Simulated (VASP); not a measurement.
# C18Se in VASP: a series of runs, part 2 of 2

VASP 6.6.1.

**3. Single point, PBEsol**

The input, INCAR:

```
SYSTEM = C18Se
PREC = Accurate
ENCUT = 520
EDIFF = 1E-6
ISMEAR = -1
SIGMA = 0.05
LREAL = Auto
LASPH = .TRUE.
NELM = 100
ALGO = Fast
ISIF = 2
LWAVE = .FALSE.
LCHARG = .FALSE.
GGA = PS
NBANDS = 54
```

The input, KPOINTS:

```
Automatic mesh
0
G
  2 2 1
  0 0 0
```

The input, POSCAR:

```
C18Se
1.0
    7.3980000000      0.0000000000      0.0000000000
   -3.6990000000      6.4068560000      0.0000000000
    0.0000000000      0.0000000000     12.0000000000
C Se
18 1
Direct
    0.0066180899      0.0050358553      0.0782504167
    0.2295367178      0.1171810323      0.0783794167
    0.0079263254      0.3380527048      0.0769244167
    0.2258597018      0.4454036426      0.0830071667
    0.0025433613      0.6687106749      0.0831347500
    0.2269827423      0.7846616187      0.1024863333
    0.3429132770      0.0090782437      0.0830785000
    0.5608466647      0.1164313666      0.0768820833
    0.3392808475      0.3373308219      0.0782803333
    0.5621826929      0.4494605466      0.0780559167
    0.3418009420      0.6698368123      0.1023943333
    0.5662100673      0.7857507645      0.0829756667
    0.6735866891      0.0037024400      0.0768807500
    0.8963164636      0.1153055414      0.0748538333
    0.6724548539      0.3391686968      0.0747628333
    0.8951870791      0.4507488540      0.0769205000
    0.6743225085      0.6723703483      0.0782826667
    0.8944690403      0.7821102894      0.0784038333
    0.2845782940      0.7273004107      0.2660455000
```

Potentials or basis: VASP PAW PBE potentials, release 64 (C, Se).

On the command line:

```console
cat potpaw_PBE.64/C/POTCAR potpaw_PBE.64/Se/POTCAR > POTCAR
mpirun -np 1 vasp_std > vasp.out
```

OUTCAR:

```text
SYSTEM = C18Se
   PREC = Accurate
   ENCUT = 520
   EDIFF = 1E-6
   ISMEAR = -1
   LREAL = Auto
   LASPH = .TRUE.
   NELM = 100
   ISIF = 2
   GGA = PS

 ion  position               nearest neighbor table
   1  0.007  0.005  0.078-  14 1.41   2 1.43  18 1.43
   2  0.230  0.117  0.078-   9 1.41   7 1.42   1 1.43
   3  0.008  0.338  0.077-   4 1.40  14 1.43  16 1.44
   4  0.226  0.445  0.083-   3 1.40   9 1.42  11 1.46
   5  0.003  0.669  0.083-  16 1.40  18 1.42   6 1.46
   6  0.227  0.785  0.102-   7 1.46   5 1.46  11 1.47  19 2.10
   7  0.343  0.009  0.083-   8 1.40   2 1.42   6 1.46
   8  0.561  0.116  0.077-   7 1.40  15 1.43  13 1.44
   9  0.339  0.337  0.078-   2 1.41   4 1.42  10 1.43
  10  0.562  0.449  0.078-  15 1.41   9 1.43  17 1.43
  11  0.342  0.670  0.102-  12 1.46   4 1.46   6 1.47  19 2.10
  12  0.566  0.786  0.083-  13 1.40  17 1.42  11 1.46
  13  0.674  0.004  0.077-  12 1.40  14 1.43   8 1.44
  14  0.896  0.115  0.075-   1 1.41  13 1.43   3 1.43
  15  0.672  0.339  0.075-  10 1.41  16 1.43   8 1.43
  16  0.895  0.451  0.077-   5 1.40  15 1.43   3 1.44
  17  0.674  0.672  0.078-  18 1.41  12 1.42  10 1.43
  18  0.894  0.782  0.078-  17 1.41   5 1.42   1 1.43
  19  0.285  0.727  0.266-   6 2.10  11 2.10

  LATTYP: Found a hexagonal cell.
 ALAT       =     7.3980000000
 C/A-ratio  =     1.6220600162

  Lattice vectors:

 A1 = (   7.3980000000,   0.0000000000,   0.0000000000)
 A2 = (  -3.6990000000,   6.4068560000,   0.0000000000)
 A3 = (   0.0000000000,   0.0000000000,  12.0000000000)

Analysis of symmetry for initial positions (statically):
=====================================================================
 Subroutine PRICEL returns:
 Original cell was already a primitive cell.

 Routine SETGRP: Setting up the symmetry group for a
 hexagonal supercell.

 Subroutine GETGRP returns: Found  1 space group operations
 (whereof  1 operations were pure point group operations)
[... 153 lines left out ...]
   LORBIT       =      0    0 simple, 1 ext, 2 COOP (PROOUT), +10 PAW based schemes
   GGA     = PS    functional components
   LHFCALC =     F    Hartree Fock is set to
   AEXX    =    0.0000 exact exchange contribution
   IVDW    =     0    specifies the selected vdW correction
   LEPSILON=     F    determine dielectric tensor
   LRPA    =     F    only Hartree local field effects (RPA)
 non-spin polarized calculation
 RMM-DIIS sequential band-by-band and
  energy-cutoff  :      520.00
  volume of cell :      568.78
 maximum number of plane-waves:     15363
 NGX is ok and might be reduce to    56
   NGX = 27   NGY = 27   NGZ = 45

 number of electron      77.9999998 magnetization

 Free energy of the ion-electron system (eV)
  ---------------------------------------------------
  ext. energy  EPLUGINS =         0.00000000
  ---------------------------------------------------
  free energy    TOTEN  =      -174.77461344 eV

  energy without entropy =     -174.76303905  energy(sigma->0) =     -174.76882624

 E-fermi :  -1.6352     XC(G=0):  -4.1208

 val. band max:       -1.7717630793   @ k =   0.0000   0.0000   0.0000
 cond. band min:      -1.4981559342   @ k =   0.0000   0.0000   0.0000
 fundamental gap:      0.2736071451
 Fermi energy:        -1.6351694111

 k-point     1 :       0.0000    0.0000    0.0000
  band No.  band energies     occupation
      1     -21.3308      2.00000
      2     -19.2612      2.00000
      3     -18.6752      2.00000
      4     -18.6733      2.00000
      5     -18.6354      2.00000
      6     -18.5601      2.00000
[... 205 lines left out ...]
     50       4.2933      0.00000
     51       4.5847      0.00000
 [bands above 51 left out]

------------------------ aborting loop because EDIFF is reached ----------------------------------------

  FORCE on cell =-STRESS in cart. coord.  units (eV):
  Direction    XX          YY          ZZ          XY          YZ          ZX
  --------------------------------------------------------------------------------------
  -------------------------------------------------------------------------------------
  Total        0.2862877     -0.4158325      0.0729787     -0.5818901     -0.0123687      0.0002249
  in kB        0.8064414     -1.1713549      0.2055730     -1.6391210     -0.0348413      0.0006335
  external PRESSURE =      -0.0531135 kB  Pullay stress =       0.0000000 kB

 VOLUME and BASIS-vectors are now :
 -----------------------------------------------------------------------------
  energy-cutoff  :      520.00
  volume of cell :      568.78
      direct lattice vectors                 reciprocal lattice vectors
     7.398000000  0.000000000  0.000000000     0.135171668  0.078041398  0.000000000
    -3.699000000  6.406856000  0.000000000     0.000000000  0.156082796  0.000000000
     0.000000000  0.000000000 12.000000000     0.000000000  0.000000000  0.083333333

 POSITION                                       TOTAL-FORCE (eV/Angst)
 -----------------------------------------------------------------------------------
      0.03033      0.03226      0.93901        -0.003369      0.000900     -0.003898
      1.26466      0.75076      0.94055        -0.000010     -0.012861     -0.009601
     -1.19182      2.16586      0.92309        -0.001626     -0.013299     -0.012923
      0.02336      2.85364      0.99609         0.021920      0.005117      0.009310
     -2.45474      4.28433      0.99762        -0.016130      0.000992     -0.001732
     -1.22325      5.02721      1.22984        -0.016527      0.010098     -0.013984
[... 11 lines left out ...]
      3.72426      5.01087      0.94085         0.012804      0.003776     -0.006007
     -0.58497      4.65971      3.19255        -0.002399      0.002505      0.080149
 -----------------------------------------------------------------------------------
    total drift:                               -0.008794      0.004848     -0.009967

  FREE ENERGIE OF THE ION-ELECTRON SYSTEM (eV)
  ---------------------------------------------------
  free  energy   TOTEN  =      -174.7746134385 eV

  energy  without entropy=     -174.7630390506  energy(sigma->0) =     -174.76882624
```

OSZICAR:

```text
N       E                     dE             d eps       ncg     rms          rms(c)
DAV:   1     0.630517910426E+03    0.63052E+03   -0.31044E+04   440   0.114E+03
DAV:   2    -0.854888949023E+02   -0.71601E+03   -0.68515E+03   648   0.274E+02
DAV:   3    -0.183981565375E+03   -0.98493E+02   -0.97653E+02   512   0.106E+02
[... 13 lines left out ...]
RMM:  17    -0.174774493798E+03   -0.13055E-03   -0.54168E-05   547   0.192E-02    0.486E-03
RMM:  18    -0.174774598436E+03   -0.10464E-03   -0.26850E-05   500   0.124E-02    0.263E-03
RMM:  19    -0.174774603098E+03   -0.46620E-05   -0.50326E-06   433   0.592E-03    0.106E-03
RMM:  20    -0.174774613120E+03   -0.10022E-04   -0.28930E-06   420   0.382E-03    0.130E-03
RMM:  21    -0.174774613439E+03   -0.31859E-06   -0.50661E-07   334   0.207E-03
   1 F= -.17477461E+03 E0= -.17476883E+03  d E =-.115744E-01
```

Run time: 5.5 min. Hardware: 1 thread of AMD EPYC 7R13 (Zen 3), shared host; peak memory 0.57 GiB.

What came out:

- Free energy: -174.7746 eV
- Largest force: 0.080 eV/Å
- Band gap on the k mesh: 0.27 eV, direct

Forces on the atoms (eV/Å):
```
C   -0.003  0.001 -0.004
C    0.000 -0.013 -0.010
C   -0.002 -0.013 -0.013
C    0.022  0.005  0.009
C   -0.016  0.001 -0.002
C   -0.017  0.010 -0.014
C   -0.015  0.007  0.003
C    0.004  0.000 -0.012
C   -0.008  0.012  0.000
C   -0.001  0.002  0.005
C    0.020 -0.017 -0.016
C    0.021  0.000  0.006
C    0.003  0.000 -0.005
C   -0.001 -0.004 -0.006
C    0.004 -0.009  0.001
C   -0.006  0.013 -0.011
C   -0.015 -0.002 -0.006
C    0.013  0.004 -0.006
Se  -0.002  0.003  0.080
```

Caveat: the k mesh is coarse (spacing up to 0.49 Å⁻¹), so the values aren't converged; the PAW data sets were made with another functional, which shifts forces and pressure a little. Expect the measured gap to be larger: semilocal functionals such as PBEsol lack the derivative discontinuity.

**4. Single point, PBEsol**

The input, INCAR:

```
SYSTEM = C18Se
PREC = Accurate
ENCUT = 520
EDIFF = 1E-6
ISMEAR = -1
SIGMA = 0.05
LREAL = Auto
LASPH = .True.
NELM = 100
ALGO = Fast
ISIF = 2
LWAVE = .False.
LCHARG = .False.
GGA = PS
NBANDS = 54
```

The input, KPOINTS:

```
regular mesh
0
Gamma
  2 2 1
  0 0 0
```

The input, POSCAR:

```
C18Se
1.0
    7.3980000000      0.0000000000      0.0000000000
   -3.6990000000      6.4068560000      0.0000000000
    0.0000000000      0.0000000000     12.0000000000
C Se
18 1
Direct
    0.0065932221      0.0066481906      0.0797070000
    0.2287546276      0.1175676494      0.0789008333
    0.0070292722      0.3393261843      0.0773516667
    0.2260866422      0.4464931005      0.0823880833
    0.0053996442      0.6722142655      0.0831193333
    0.2281441499      0.7856091974      0.0930366667
    0.3413162379      0.0082450737      0.0817146667
    0.5615741880      0.1179583246      0.0767795833
    0.3393264211      0.3384268353      0.0782729167
    0.5621302029      0.4511841690      0.0782700833
    0.3412902893      0.6716492457      0.0984189167
    0.5668074955      0.7873262642      0.0837734167
    0.6741770567      0.0067101555      0.0773056667
    0.8959595291      0.1171234378      0.0764787500
    0.6731154204      0.3404003461      0.0759420833
    0.8956537732      0.4519809716      0.0779865833
    0.6749923886      0.6738893460      0.0796540833
    0.8956456088      0.7844515313      0.0802230000
    0.3351759365      0.7004362202      0.2706760833
```

Potentials or basis: VASP PAW PBE potentials, release 64 (C, Se).

On the command line:

```console
cat potpaw_PBE.64/C/POTCAR potpaw_PBE.64/Se/POTCAR > POTCAR
mpirun -np 1 vasp_std > vasp.out
```

OUTCAR:

```text
SYSTEM = C18Se
   PREC = Accurate
   ENCUT = 520
   EDIFF = 1E-6
   ISMEAR = -1
   LREAL = Auto
   LASPH = .True.
   NELM = 100
   ISIF = 2
   GGA = PS

 ion  position               nearest neighbor table
   1  0.007  0.007  0.080-  14 1.42   2 1.42  18 1.42
   2  0.229  0.118  0.079-   9 1.42   7 1.42   1 1.42
   3  0.007  0.339  0.077-   4 1.40  14 1.42  16 1.44
   4  0.226  0.446  0.082-   3 1.40   9 1.42  11 1.46
   5  0.005  0.672  0.083-  16 1.41  18 1.42   6 1.43
   6  0.228  0.786  0.093-   5 1.43   7 1.43  11 1.46
[... 443 lines left out ...]
  Total       -0.6307986     -0.6520527     -0.0231599     -0.3991629      0.0129626     -0.6891762
  in kB       -1.7768910     -1.8367614     -0.0652389     -1.1243983      0.0365142     -1.9413344
  external PRESSURE =      -1.2262971 kB  Pullay stress =       0.0000000 kB

 VOLUME and BASIS-vectors are now :
 -----------------------------------------------------------------------------
  energy-cutoff  :      520.00
  volume of cell :      568.78
      direct lattice vectors                 reciprocal lattice vectors
     7.398000000  0.000000000  0.000000000     0.135171668  0.078041398  0.000000000
    -3.699000000  6.406856000  0.000000000     0.000000000  0.156082796  0.000000000
     0.000000000  0.000000000 12.000000000     0.000000000  0.000000000  0.083333333

 POSITION                                       TOTAL-FORCE (eV/Angst)
 -----------------------------------------------------------------------------------
      0.02419      0.04259      0.95648         0.019777      0.007999      0.008846
      1.25744      0.75324      0.94681         0.016850     -0.000216      0.010998
     -1.20316      2.17401      0.92822         0.009930      0.001066     -0.003903
      0.02101      2.86062      0.98866         0.016129      0.003348     -0.001282
     -2.44657      4.30678      0.99743         0.004733     -0.018026      0.023802
     -1.21816      5.03329      1.11644         0.028549      0.003040      0.095748
[... 11 lines left out ...]
      3.72430      5.02587      0.96268         0.011321     -0.000830     -0.000032
     -0.11128      4.48759      3.24811        -0.300951      0.003593      0.033383
 -----------------------------------------------------------------------------------
    total drift:                               -0.009988     -0.003364      0.016103

  FREE ENERGIE OF THE ION-ELECTRON SYSTEM (eV)
  ---------------------------------------------------
  free  energy   TOTEN  =      -174.5793278402 eV

  energy  without entropy=     -174.5541024636  energy(sigma->0) =     -174.56671515
```

stdout:

```text
POSCAR found type information on POSCAR C Se
 POSCAR found :  2 types and      19 ions
 scaLAPACK will be used
 -----------------------------------------------------------------------------
|                                                                             |
|                                                                             |
|     You enforced a specific xc type in the INCAR file but a different       |
|     I HOPE YOU KNOW WHAT YOU ARE DOING!                                     |
|                                                                             |
 -----------------------------------------------------------------------------

 LDA part: xc-table for (Slater+PW92), standard interpolation
 POSCAR, INCAR and KPOINTS ok, starting setup
 FFT: planning ... GRIDC
 FFT: planning ... GRID_SOFT
 FFT: planning ... GRID
 WAVECAR not read
 entering main loop
```

Wall time 5.3 min (1 thread of AMD EPYC 7R13 (Zen 3), shared host); peak memory 0.58 GiB.

Results:

```
Free energy            : -174.5793 eV
Largest force          : 0.303 eV/Å
Band gap on the k mesh : 0.17 eV, direct
```

Forces on the atoms (eV/Å):
```
C    0.020  0.008  0.009
C    0.017  0.000  0.011
C    0.010  0.001 -0.004
C    0.016  0.003 -0.001
C    0.005 -0.018  0.024
C    0.029  0.003  0.096
C    0.021  0.014  0.025
C    0.018 -0.010 -0.005
C    0.009  0.007  0.008
C    0.022  0.000 -0.002
C    0.031 -0.006 -0.004
C    0.017  0.000 -0.093
C    0.019 -0.007 -0.038
C    0.019 -0.009 -0.019
C    0.003 -0.005 -0.006
C    0.024  0.004 -0.006
C    0.011  0.011 -0.029
C    0.011 -0.001  0.000
Se  -0.301  0.004  0.033
```

Caveat: the k mesh is coarse (spacing up to 0.49 Å⁻¹), so the values aren't converged; the PAW data sets were made with another functional, which shifts forces and pressure a little.
